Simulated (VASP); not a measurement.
Energy against volume of MgS (rock salt). All values below come from optB88-vdW, VASP's PBE PAW potentials (set 64) (plane waves; VASP). Numerical set-up: 520 eV cut-off, 9×9×9 Γ-centred mesh, Gaussian smearing of 0.050 eV, potentials Mg S.

```tsv
V (Å³/atom)	E (eV/atom)
17.142	-2.84774
17.673	-2.85170
18.203	-2.84799
18.733	-2.83771
```

Task: Fit these four points and predict the energy of the run at 16.612 Å³/atom.

Result: A cubic in V^(−2/3), the third-order Birch-Murnaghan form, passes through the four points with V0 = 17.67 Å³/atom and B0 = 77 GPa, and gives -2.8349 eV/atom there. The run gave -2.8349 eV/atom, -0.0 meV/atom from the fit; all five points give B0 = 77 GPa.

The compound is MgS in the rock salt structure. It was relaxed first.
